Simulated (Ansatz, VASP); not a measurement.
# Be2GeN2: VASP beside Ansatz

```
Be Ge N
1.0
     3.15726    0.00000    0.00000
     0.00000    3.15726    0.00000
     0.00000    0.00000    4.46504
Be Ge N
2 1 2
Direct
  0.00000 0.00000 0.50000
  0.50000 0.50000 0.00000
  0.00000 0.00000 0.00000
  0.50000 0.00000 0.75000
  0.00000 0.50000 0.25000
```

Change from the starting cell: ordered mixture with vacancies on the cation sites of antifluorite (P-4m2, No. 115).

Alike in both runs: task relaxation of cell and atoms; functional PBE; k mesh 6 × 6 × 4; occupations gaussian, width 0.1 eV; no spin polarisation.

```csv
,VASP,Ansatz
version,VASP 6.6.1,Ansatz 0.2.0
potentials or method,"VASP PAW PBE potentials, release 64 (Be, Ge_d, N)","scalar-relativistic, plane waves, PAW"
plane-wave cutoff (eV),600,420
valence electrons in the cell,28,28
```

```csv
,VASP,Ansatz,Ansatz less VASP
"gap on the k mesh at the Fermi level, each at its own relaxed structure (eV)",none,none,-
relaxed volume (Å³/atom),11.05,11.07,+0.022
relaxed cell length with the largest relative difference (Å),3.566,3.569,+0.0029
energy change over the relaxation (meV/atom),-285,-284,+1.1
```

A gap of «none» marks a metal or a gap that the smearing closes.

Caveats: the volume moved by over 15 % at a fixed basis, so the end points are rough (VASP).
